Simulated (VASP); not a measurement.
A convergence study with VASP on Mg2Si (antifluorite): one setting is varied, all else stays as given below, so the limit is that of these other settings.

```xyz
3
Lattice="0.0000 3.1750 3.1750 3.1750 0.0000 3.1750 3.1750 3.1750 0.0000" Properties=species:S:1:pos:R:3 pbc="T T T"
Mg     1.5875     1.5875     1.5875
Mg     4.7625     4.7625     4.7625
Si     0.0000     0.0000     0.0000
```

These are LDA (Ceperley-Alder, Perdew-Zunger), VASP's LDA PAW potentials (set 64) (plane waves; VASP 6.6.1) values and carry that method's errors. The tightest run used: 550 eV cut-off, 11×11×11 Monkhorst-Pack mesh, Gaussian smearing of 0.050 eV, potentials Mg Si.

```
setting     E (eV/atom)  pressure (GPa)  irreducible k-points
----------  -----------  --------------  --------------------
1×1×1 mesh       0.8774            7.26                     1
2×2×2 mesh      -3.3173           -2.60                     2
3×3×3 mesh      -3.1907           -2.55                     4
```

These are the cheaper rows. Estimate the results at 11×11×11 mesh, and how far the last row shown lies from them.

| quantity | tightest run | last row shown is off by |
|---|---|---|
| E (eV/atom) | -3.3695 | 0.1788 |
| pressure (GPa) | -2.59 | 0.05 |

Left out are rungs that failed or repeat a setting and relaxations that didn't move; long series are thinned to 24 rows.

The compound is Mg2Si in the antifluorite structure. The cell was not relaxed at this level.
